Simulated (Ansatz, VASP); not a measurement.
# Ge (Germanium): VASP beside Ansatz

One calculation is typed for both programs; each brings its own data sets. How far apart do they land? The cell is taken from a series of runs on this material, whose earlier steps may have relaxed, scaled, displaced or heated it; both programs get it as it stands.

Main program and level: Ansatz 0.2.0; plane waves, with VASP 6.6.1 beside it; G0W0 gap at HSE06 form with 60 % exact exchange, screening 0.2078 1/A with an exact-exchange share of 0.6.

### 1. Set-up

Symmetry: Fd-3m, No. 227, cubic system. Conventional cell: a = 5.658 Å, b = 5.658 Å, c = 5.658 Å, α = 90.00°, β = 90.00°, γ = 90.00°. Nearest to Ge lie 4 Ge at 2.45 Å.

### 2. Ansatz: G0W0 gap, HSE06 form with 60 % exact exchange, screening 0.2078 1/A with an exact-exchange share of 0.6

Ansatz runs on its PAW soft_1 files.

Quasiparticle shifts depend on high empty states and on the cores, so they are the hardest test of two PAW sets.

Input file input.yaml:

```yaml
crystal:
  lattice:
    - [0.0, 2.82891, 2.82891]
    - [2.82891, 0.0, 2.82891]
    - [2.82891, 2.82891, 0.0]
  atoms:
    - { symbol: Ge, position: [0.0, 0.0, 0.0] }
    - { symbol: Ge, position: [0.25, 0.25, 0.25] }
kpoints:
  mp_grid: { grid: [6, 6, 6] }
hamiltonian:
  xc:
    exchange: pbe
    correlation: pbe
    exx: { coeff: 0.6, omega: 0.2078 }
  pseudopotentials: { kind: paw, azcp: { folder: soft_1 } }
scf:
  occupations: { method: fixed }
gw:
  n_empty_bands: 188
  ecut_chi: 150.0
  qp_bands: [v2, c2]
  qp_kpoints: band_edges
  screening: { model: contour_deformation }
```

Command:

```bash
$ ansatz run input.yaml --threads 3 --pin off --max-ram 92160MiB --backend cuda --events-out ev --progress --plain --runs-dir out --devices 1 --max-vram 13GiB
```

Numbers of over 12 decimals in the logs are rounded to 6 here.

What it wrote:

```text
GPUs: using 1 of 1 available (devices: 1).
Engine: ansatz 0.2.0, x86_64-unknown-linux-gnu
Pseudopotentials: kind: paw
Pseudopotential: Ge, paw, valence charge 14, recommended cutoff 420 eV (normal), soft_1/Ge.paw.azcp
Functional definition: unnamed
  parameter a_1 = 0.6
  parameter omega_1 = 0.2078/angstrom
  exchange = pbe_x + (-a_1)*pbe_x_sr(omega_1) + a_1*exact_x_sr(omega_1)
  correlation = pbe_c
davidson cushion auto → on  (no smearing: the cushion is to keep the highest requested band from converging to the state above it; pin scf.eigensolver.cushion to override)
device memory: the entry about to start is reckoned to put 0.5 GiB on a device that reports 41.2 GiB free (of which the cap on the GPU budget leaves the run 13.0 GiB)
GPU FFT provider: cuFFT
GPU libraries: cuBLAS 13.8.2, cuFFT 12.4.0, cuSOLVER 12.3.4
Crystal: 2 atoms, lattice volume = 45.278 Å³
Basis set: ecut = 420 eV, 893 PW (Γ)
Bands: 18, of which v1, the nominal top of the filled ones, is band 14 counted from 1 (13 counted from 0)
Symmetry: 48 space group operations
Space group: Fd-3m (ITA 227), of the structure as read, at distance tolerance 3.6e-5 Å
k-points: 16 of 216
Non-local potential: Ge, projectors of the file, l = 0: 2, l = 1: 2, l = 2: 3, l = 3: 1
PAW form: soft (Blöchl's): semilocal exchange-correlation on the pseudo side does not see the compensation charge
PAW frozen core: Ge, regenerated for the run's functional, and the local potential with it (the file was generated under x = pbe(κ = 0.804, μ = 0.219515), c = pbe(β = 0.066725))
PAW one-centre angular grid: Ge, 590 points (default); XC on 64 Gauss nodes
Initial density: superposition of atomic densities (chi_scale 0.1, normalization cell)
Initial wavefunctions: pseudopotential atomic-orbital guess
GPU buffer pool allocated for 19683 grid points (all kernels)
GPU transforms: local potential and band sums: pruned to the plane-wave sphere, on 25×27×27
Functional: x = pbe(κ = 0.804, μ = 0.219515), c = pbe(β = 0.066725), warm-up for x = pbe(κ = 0.804, μ = 0.219515) + 0.6 (exact − pbe) at short range (hse, ω = 0.2078 Å⁻¹), c = pbe(β = 0.066725)
SCF iter   1: F=—  HF=-8589.915010 eV  |F-HF|=—  |Δ(HF+E_count)|=         —  Δρ=3.56e-2  dr2=4.53e-1  ethr=1.00e-1  ⟨swp⟩=4.7  Hψ=839  notcnv=0
preconditioner: auto → none  [insulator: Δε(μ)=0.001 eV  Ē_g=23.303 eV  n_scr=14 (ndim 8)  ℏωp=29.2 eV  f_vac=0.000]
SCF iter   2: F=—  HF=-8589.911641 eV  |F-HF|=—  |Δ(HF+E_count)|=   3.37e-3  Δρ=1.81e-2  dr2=1.00e-1  ethr=1.62e-3  ⟨swp⟩=3.8  Hψ=717  notcnv=0  defer=1
iter 3 solved again at ethr=4.45e-6 eV; its pass at ethr=3.59e-4 eV (dr2=1.25e-3 eV) is discarded
SCF iter   3: F=—  HF=-8589.914556 eV  |F-HF|=—  |Δ(HF+E_count)|=   2.92e-3  Δρ=1.80e-3  dr2=1.26e-3  ethr=4.45e-6  ⟨swp⟩=4.1  Hψ=1643  notcnv=0
SCF iter   4: F=—  HF=-8589.912402 eV  |F-HF|=—  |Δ(HF+E_count)|=   2.15e-3  Δρ=1.35e-3  dr2=2.71e-4  ethr=4.45e-6  ⟨swp⟩=4.0  Hψ=973  notcnv=0
SCF iter   5: F=—  HF=-8589.912485 eV  |F-HF|=—  |Δ(HF+E_count)|=   8.24e-5  Δρ=1.71e-4  dr2=6.20e-6  ethr=9.68e-7  ⟨swp⟩=3.5  Hψ=761  notcnv=0
SCF iter   6: F=—  HF=-8589.912485 eV  |F-HF|=—  |Δ(HF+E_count)|=   1.22e-7  Δρ=2.44e-5  dr2=2.00e-7  ethr=2.21e-8  ⟨swp⟩=3.3  Hψ=823  notcnv=0
SCF iter   7: F=-8589.912485 eV  HF=-8589.912485 eV  |F-HF|=3.70e-9  |Δ(HF+E_count)|=   1.15e-7  Δρ=3.13e-6  dr2=1.77e-9  ethr=7.16e-10  ⟨swp⟩=3.9  Hψ=951  notcnv=0
SCF 1 converged in 7 iterations: F = -8589.912485 eV  dr2 = 1.77e-9
  greatest PAW one-centre occupation: 0.998 electrons in one spin orbital (limit 2), on the Ge atom at site 1 (counted from 0), in its partial waves of l = 2
device memory: the entry about to start is reckoned to put 1.2 GiB on a device that reports 41.2 GiB free (of which the cap on the GPU budget leaves the run 13.0 GiB)
GPU FFT provider: cuFFT
GPU libraries: cuBLAS 13.8.2, cuFFT 12.4.0, cuSOLVER 12.3.4
Initial density: handed on by an earlier stage of this run
Initial wavefunctions: those handed on with the density
GPU buffer pool allocated for 19683 grid points (all kernels)
GPU transforms: local potential and band sums: pruned to the plane-wave sphere, on 25×27×27
Functional: x = pbe(κ = 0.804, μ = 0.219515) + 0.6 (exact − pbe) at short range (hse, ω = 0.2078 Å⁻¹), c = pbe(β = 0.066725)
Exchange kernel: α = 0.6000, screened, ω = 0.2078 Å⁻¹, Wigner–Seitz truncation, v(0) = 1047.3371 eV·Å³, q-mesh 6×6×6, nearest image of the exchange supercell L = 24.00 Å, pair-density grid 20×20×20, without the augmentation charges, whose exchange is taken in its separable form by FFT convolution over the k-point mesh (sized by the pseudopotential files, 24×24×24 at the most), smooth part of the exact exchange by density-matrix convolution in up to 2.45 GiB of GPU memory as planned if the GPU has room (build and FFT work areas not counted)
Frozen-core exchange: fock
iter 1 solved again at ethr=7.78e-5 eV; its pass at ethr=1.00e-1 eV (dr2=2.18e-2 eV) is discarded
[...]
SCF iter   4: F=-8594.540354 eV  HF=-8594.540354 eV  |F-HF|=8.33e-8  |Δ(HF+E_count)|=   1.16e-6  Δρ=2.30e-5  dr2=2.20e-7  ethr=2.82e-9  ⟨swp⟩=3.0  Hψ=863  notcnv=0
SCF 3 stopped early in 4 iterations: F = -8594.540354 eV  dr2 = 2.20e-7
hybrid outer 2: dexx = +1.194e-4 eV, tail = 6.81e-6 eV, Δε = 2.88e-2 eV (about 2.59e-3 eV left of the loop's levels)
GPU FFT provider: cuFFT
[...]
NSCF: frozen V_eff on 1 k-points
device memory: the entry about to start is reckoned to put 0.3 GiB on a device that reports 45.2 GiB free (of which the cap on the GPU budget leaves the run 13.0 GiB)
NSCF: frozen V_eff on 1 k-points
hybrid SCF converged: 3 outer / 13 inner (+7 warm-up), last move |dexx| = 9.24e-8 eV, tail = 8.86e-8 eV
Stability not checked: this state was not tested for a lower state beside it, because the functional holds exact exchange (a hybrid, or Hartree-Fock), whose exchange loop this test does not read (fock_operator; see scf.lower_state_search)
Free energy (F): -8594.540366 eV
Frozen-core exchange: fock
Harris-Foulkes:  -8594.540366 eV  (|F-HF|=7.38e-9)
Internal energy: -8594.540366 eV  (E = F + TS)
E sigma→0 (E₀):  -8594.540366 eV
Fermi energy:    7.697795 eV
--- Per-component energies (eV) ---
  E_band       = -484.314251
  E_kinetic    = 181.764231
  E_local      = -4502.317732  (includes V_loc(G=0)·N_el)
  E_nonlocal   = 432.289024
  E_hartree    = 2154.565810
  E_xc         = -77.421658
  E_vxc        = -69.691754  (∫ρ·V_xc dr)
  E_exx        = -263.029800  (= α·E_x^exact, valence–valence)
  E_paw        = -3831.392037  (= ΣΔE_a)
  E_vpaw       = -309.428756  (= ΣTr[D̂ρ^β])
  E_aug_tail   = 0.000039  (compensation charges beyond the density's cutoff)
  E_ewald      = -2687.134708
  E_core_change = -1.863536  (= ΣΔE_core)
  E_smearing   = -0.000000  (= −TS)
  E_closure    = 0.000000  (closes the sum)
  Σ components = -8594.540366   (vs F -8594.540366, Δ=1.82e-12)
--- Band table (eV; the first three rows and the last of 16) ---
  k-point 0: bands = [... 10 lower, -8.0341, 7.6978, 7.6978, 7.6978, 9.9982, 11.9407]
  k-point 1: bands = [... 10 lower, -7.6094, 4.3087, 7.1202, 7.1202, 10.5151, 12.7255]
  k-point 2: bands = [... 10 lower, -6.4237, 0.4868, 6.3336, 6.3336, 9.8254, 13.2967]
  k-point 15: bands = [... 10 lower, -2.9624, -2.9624, 3.2441, 3.2441, 12.0503, 12.0503]
  guard bands above this table: 2 of the run's 18 bands. The solve was not asked for them (output.publish_guard_bands: true or output.eigenvalues: true publishes all)
--- G₀W₀: contour deformation, 7 samples at zero and on the imaginary axis and 2 off it, 216 q-points, 188 empty bands' worth ---
  eigenvalues of the whole cell's RPA ε∞ on this k-mesh (on a slab, of 1 + 4πα/V) = 10.7037, 10.7037, 10.7037; static W/v taken at q = 0 is 0.093426
  bands read: the sum over 202 bands ends inside a degenerate multiplet in 2 slots, whose members it reads at an even weight; the widest, k=0: bands 202 to 204 (counted from 1) at 1/3 each
  gw.qp_kpoints: band_edges: 8 of 16 stored k-points solved, in 1 pass; an edge of the gap read off the rows below is read off those points alone
    valence top: of the k-points left out ik 8 came nearest to being solved in a further pass, in band 14 (counted from 1, as in the quasiparticle table): it holds the edge there only if its correction is more favourable than any solved in that band by at least 0.467 eV; those differ by 0.334 eV
    conduction bottom: of the k-points left out ik 10 came nearest to being solved in a further pass, in band 15 (counted from 1, as in the quasiparticle table): it holds the edge there only if its correction is more favourable than any solved in that band by at least 0.449 eV; those differ by 0.187 eV
    ik  band        ε_KS         Σx   Σc(E_QP)       V_xc       Z   E_QP_lin       E_QP  E_QP is
     0    13      7.6978   -15.4437     0.5979   -14.9608  0.8197     7.8127     7.8128  root
     0    14      7.6978   -15.4437     0.5979   -14.9608  0.8197     7.8127     7.8128  root
     0    15      9.9982   -11.8539    -3.8967   -15.2483  0.8195     9.4976     9.4959  root
     0    16     11.9407    -7.8751    -3.8262   -11.2690  0.8122    11.5100    11.5084  root
     1    13      7.1202   -15.2314     0.6946   -14.6864  0.8170     7.2698     7.2700  root
     1    14      7.1202   -15.2314     0.6946   -14.6864  0.8170     7.2698     7.2700  root
     1    15     10.5151    -9.5438    -3.7684   -12.8764  0.8192    10.0808    10.0793  root
     1    16     12.7255    -7.9334    -3.9859   -11.4279  0.8065    12.2367    12.2342  root
     2    13      6.3336   -15.2286     0.9092   -14.5378  0.8124     6.5516     6.5520  root
     2    14      6.3336   -15.2286     0.9092   -14.5378  0.8124     6.5516     6.5520  root
     2    15      9.8254    -9.3121    -3.6276   -12.5548  0.8227     9.4416     9.4405  root
     2    16     13.2967    -7.2599    -4.1181   -10.8478  0.8039    12.7697    12.7664  root
     3    13      6.0312   -15.2664     0.9977   -14.5185  0.8105     6.2805     6.2811  root
     3    14      6.0312   -15.2664     0.9977   -14.5185  0.8105     6.2805     6.2811  root
     3    15      9.5574    -9.3801    -3.5815   -12.5946  0.8236     9.1913     9.1904  root
     3    16     13.2146    -6.9120    -4.0910   -10.4869  0.8062    12.7016    12.6986  root
     4    13      6.2292   -14.9357     0.8811   -14.2690  0.8122     6.4433     6.4437  root
     4    14      6.2292   -14.9357     0.8811   -14.2690  0.8122     6.4433     6.4437  root
     4    15     10.7713    -7.3442    -3.6434   -10.6115  0.8204    10.3963    10.3952  root
     4    16     12.5374    -9.9211    -4.1439   -13.4892  0.8072    11.9650    11.9616  root
     6    13      4.1316   -14.9045     1.3542   -13.9321  0.7952     4.5117     4.5134  root
     6    14      5.3602   -15.0873     1.1488   -14.2441  0.8059     5.6650     5.6658  root
     6    15     10.9438    -8.0923    -3.7490   -11.4299  0.8195    10.5337    10.5323  root
     6    16     13.3790    -7.4455    -4.2021   -11.0699  0.8023    12.8052    12.8012  root
     9    13      4.5827   -14.9760     1.3530   -14.0038  0.7990     4.9620     4.9635  root
     9    14      4.5827   -14.9760     1.3530   -14.0038  0.7990     4.9620     4.9635  root
     9    15      9.6849    -7.1151    -3.4830   -10.2827  0.8258     9.3702     9.3695  root
     9    16     11.2399    -6.6155    -3.8524   -10.0241  0.8202    10.7979    10.7962  root
    12    13      3.9851   -15.0217     1.5227   -13.9483  0.7928     4.4320     4.4344  root
    12    14      3.9851   -15.0217     1.5227   -13.9483  0.7928     4.4320     4.4344  root
    12    15      9.7893    -6.7929    -3.5596   -10.0185  0.8262     9.4561     9.4553  root
    12    16      9.7893    -6.7929    -3.5596   -10.0185  0.8262     9.4561     9.4553  root
```

(Continued in part 2 of 2.)

[Lines on the potential files, build, host, timing and source positions are cut from VASP's logs without a mark.]

[Logs are printed without paths, hosts, clocks, repeated set-up lines and the standing remarks that a program may print on its own settings, such as how far it seeks lower states.]

[Hosts, paths, dates, database ids (printed as entryN), source tags and the programs' standing remarks are cut or masked in the printed files.]
